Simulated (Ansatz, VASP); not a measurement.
**Two plane-wave programs on CdTe6Pd**

File INCAR:

```
PREC = Accurate
ENCUT = 520
EDIFF = 1E-6
ISMEAR = -1
SIGMA = 0.0311
LREAL = False
LASPH = True
NELM = 100
ALGO = Normal
ISIF = 2
LWAVE = False
LCHARG = True
GGA = PE
LELF = True
LVHAR = True
NBANDS = 39
```

The input KPOINTS:

```
Automatic mesh
0
Gamma
  3 3 3
```

The input POSCAR:

```
CdTe6Pd
1.0
    6.7461820000      0.0000000000      0.0000000000
   -3.3730910000      5.8423660000      0.0000000000
   -3.3730910000      1.9474550000      6.3699230000
Te Cd Pd
6 1 1
Direct
    0.2500000000      0.0830000000      0.7510000000
    0.9170000000      0.4160000000      0.7510000000
    0.5840000000      0.7500000000      0.7510000000
    0.7500000000      0.9170000000      0.2490000000
    0.0830000000      0.5840000000      0.2490000000
    0.4160000000      0.2500000000      0.2490000000
    0.5000000000      0.5000000000      0.5000000000
    0.0000000000      0.0000000000      0.0000000000
```

Input for Ansatz:

```yaml
crystal:
  lattice:
    - [6.746182, 0.0, 0.0]
    - [-3.373091, 5.842366, 0.0]
    - [-3.373091, 1.947455, 6.369923]
  atoms:
    - { symbol: Te, position: [0.25, 0.083, 0.751] }
    - { symbol: Te, position: [0.917, 0.416, 0.751] }
    - { symbol: Te, position: [0.584, 0.75, 0.751] }
    - { symbol: Te, position: [0.75, 0.917, 0.249] }
    - { symbol: Te, position: [0.083, 0.584, 0.249] }
    - { symbol: Te, position: [0.416, 0.25, 0.249] }
    - { symbol: Cd, position: [0.5, 0.5, 0.5] }
    - { symbol: Pd, position: [0.0, 0.0, 0.0] }
  symmetry: { tolerance: 0.0003 }
kpoints:
  mp_grid: { grid: [3, 3, 3], shift: [0, 0, 0] }
magnetization:
  spin_polarized: false
scf:
  occupations: { method: fermi_dirac, width: 0.0311 }
hamiltonian:
  pseudopotentials: { kind: paw }
  xc: pbe
basis:
  ecutwfc: 420
output:
  forces: true
  stress: true
  eigenvalues: true
  write_density: true
  write_potential: true
  elf: true
  volumetric_format: npy
```

The cell was built by a generator and needn't be a form met in nature.

Alike in both runs: task single point; functional PBE; k mesh 3 × 3 × 3; occupations fermi-dirac, width 0.0311 eV; no spin polarisation.

|  | VASP | Ansatz |
| --- | --- | --- |
| version | VASP 6.6.1 | Ansatz 0.2.0 |
| potentials or method | VASP PAW PBE potentials, release 64 (Te, Cd, Pd) | PAW plane waves |
| plane-wave cutoff (eV) | 520 | 420 |
| valence electrons in the cell | 58 | 134 |

Ansatz gave:

| Item | Value |
| --- | --- |
| gap on the k mesh at the Fermi level (eV) | none |
| pressure (GPa) | -0.2 |
| largest component of the traceless stress (GPa) | 1.23 |
| rms of the force components (eV/Å) | 0.669 |

Problem. What did VASP give for the same quantities?

Solution. gap on the k mesh at the Fermi level (eV): none; pressure (GPa): -0.2; largest component of the traceless stress (GPa): 1.23; rms of the force components (eV/Å): 0.682.

Atom by atom the forces differ by 0.014 eV/Å (rms over components). A gap of «none» marks a metal or a gap that the smearing closes. The two sets of potentials don't hold the same shells in valence.

Caveats: the k mesh is coarse (spacing up to 0.37 Å⁻¹), so the values aren't converged; forces of over 1 eV/Å show positions far from the minimum, so gaps and moduli don't describe the material at rest. Spin-orbit coupling is left out, which matters for the levels of Te.
